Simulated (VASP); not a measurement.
Calculation: optB86b-vdW, VASP's PBE PAW potentials (set 64) (plane waves; VASP 6.6.1).

VASP input:

KPOINTS:
```
Automatic mesh
0
Gamma
6 6 6
0 0 0
```

**INCAR**
```
SYSTEM  =  Na2S
PREC  =  Accurate; ENCUT  =  520; LREAL  =  .FALSE.
LASPH  =  .TRUE.
EDIFF  =  1E-7; NELM  =  100; ALGO  =  Normal
ISMEAR  =  0; SIGMA  =  0.05
GGA  =  MK; LUSE_VDW  =  .TRUE.; AGGAC  =  0.0
PARAM1  =  0.1234; PARAM2  =  1.0
ISIF  =  2
LWAVE  =  .FALSE.; LCHARG  =  .FALSE.
```

### POSCAR
```
Na2S
4.6122080
  0.0000000000   0.7071067221   0.7071067221
  0.7071067221   0.0000000000   0.7071067221
  0.7071067221   0.7071067221   0.0000000000
Na S
2 1
Direct
  0.2500000000   0.2500000000   0.2500000000
  0.7500000000   0.7500000000   0.7500000000
  0.0000000000   0.0000000000   0.0000000000
```

POTCAR, in this order: Na_pv S (PBE.64 set). Program: vasp_std.

**Question.** Predict the energy per atom (σ→0), band gap (on the k-mesh).

**Answer.** 
- energy per atom (σ→0) = -1.426 eV/atom
- band gap (on the k-mesh) = 2.50 eV

File OSZICAR:
```
...
DAV:  10    -0.427971985357E+01   -0.18792E-02   -0.82404E-03   448   0.568E-01    0.520E-01
DAV:  11    -0.427937742274E+01    0.34243E-03   -0.53655E-04   526   0.181E-01    0.255E-01
DAV:  12    -0.427933460101E+01    0.42822E-04   -0.10674E-04   460   0.765E-02    0.806E-02
DAV:  13    -0.427932140366E+01    0.13197E-04   -0.11106E-04   516   0.776E-02    0.159E-02
DAV:  14    -0.427932145701E+01   -0.53349E-07   -0.26252E-06   460   0.122E-02    0.166E-02
DAV:  15    -0.427932125595E+01    0.20106E-06   -0.25932E-06   514   0.970E-03    0.673E-03
DAV:  16    -0.427932125363E+01    0.23163E-08   -0.44167E-08   354   0.144E-03
   1 F= -.42793213E+01 E0= -.42793213E+01  d E =-.854740E-13
```

The compound is Na2S in the antifluorite structure. It was relaxed first.
